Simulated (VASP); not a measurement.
Data:

```xyz
4
Lattice="1.6475 -5.4502 0.0000 1.6475 5.4502 0.0000 0.0000 0.0000 4.4663" Properties=species:S:1:pos:R:3 pbc="T T T"
P      1.6475     4.4047     4.0820
P      1.6475     1.0455     1.8488
P      1.6475    -1.0455     2.6175
P      1.6475    -4.4047     0.3843
```

Level of theory: MS2 meta-GGA, VASP's PBE PAW potentials (set 64) (plane waves; VASP). Settings: 520 eV cut-off, 8×8×6 Γ-centred mesh, tetrahedra with Blöchl corrections, potentials P.

The cores are frozen, which limits the accuracy of field gradients.

Question: Give the principal components of the electric field gradient (V/Å²) and the asymmetry η at each nucleus.

Answer: 
```
atom   Vxx   Vyy    Vzz     η
----  ----  ----  -----  ----
P1    46.7  40.3  -87.0  0.07
P2    46.7  40.3  -87.0  0.07
P3    46.7  40.3  -87.0  0.07
P4    46.7  40.3  -87.0  0.07
```

The compound is P in the black structure. It was relaxed first, which changed the volume by +6 %.
